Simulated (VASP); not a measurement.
Crystal: Co.

```xyz
2
Lattice="2.4600 0.0000 0.0000 -1.2300 2.1304 0.0000 0.0000 0.0000 3.9700" Properties=species:S:1:pos:R:3 pbc="T T T"
Co    0.0000    1.4203    0.9925
Co    1.2300    0.7101    2.9775
```

The cell was built by a generator and needn't be a form met in nature.

| Property | Result |
| --- | --- |
| Program | VASP 6.6.1 |
| Task | relaxation of cell and atoms |
| Functional | LDA |
| Potentials or basis | VASP PAW LDA potentials, release 64 (Co) |
| Cutoff | 600 eV |
| k mesh | 20 × 20 × 10 |
| Occupations | methfessel-paxton, width 0.1 eV |
| Spin | collinear spin, ferromagnetic start |
| Starting moments | [1.8, 1.8] μB |

At the start: pressure -10.5 GPa; volume 10.40 Å³/atom.

**Question.** Where does the relaxation end?

**Answer.** Over 7 steps the energy falls by 15.2 meV/atom and the volume is 9.96 Å³/atom (-4.3 %); space group P6_3/mmc (No. 194, to 0.05 Å); moment 2.97 μB per cell.

Step by step:
| step | energy change (eV) | largest force (eV/Å) | pressure (GPa) | volume (Å³) |
| --- | --- | --- | --- | --- |
| 1 | 0.0000 | 0.0000 | -10.48 | 20.81 |
| 2 | 0.0282 | 0.0000 | 18.07 | 18.82 |
| 3 | -0.0303 | 0.0000 | -0.29 | 19.94 |
| 4 | -0.0303 | 0.0000 | 0.05 | 19.92 |
| 5 | -0.0304 | 0.0000 | 0.09 | 19.92 |
| 6 | -0.0304 | 0.0000 | 0.10 | 19.92 |
| 7 | -0.0304 | 0.0000 | 0.03 | 19.92 |

Final structure:
```yaml
crystal:
  lattice:
    - [2.42607, 0.00000, 0.00000]
    - [-1.21304, 2.10104, 0.00000]
    - [0.00000, 0.00000, 3.90747]
  atoms:
    - { symbol: Co, position: [0.33333, 0.66667, 0.25000] }
    - { symbol: Co, position: [0.66667, 0.33333, 0.75000] }
```
